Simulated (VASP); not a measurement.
Here is the system:

```
PbF2
1.0
    0.00000     2.97478     2.97478
    2.97478     0.00000     2.97478
    2.97478     2.97478     0.00000
Pb F
1 2
Direct
  0.00000   0.00000   0.00000
  0.25000   0.25000   0.25000
  0.75000   0.75000   0.75000
```

All values below come from PBE GGA with spin-orbit coupling, VASP's PBE PAW potentials (set 64) (plane waves; VASP). Numerical set-up: 450 eV cut-off, 6×6×6 Γ-centred mesh, Gaussian smearing of 0.050 eV, potentials Pb_d F.

Task: What does the run give for the energy per atom (σ→0)?

Result: 
| Item | Value |
|---|---|
| energy per atom (σ→0) | -4.875 eV/atom |

The absolute energy has meaning only against runs of the same code, potentials and settings.

The compound is PbF2 in the fluorite structure, the β form. It was relaxed first.
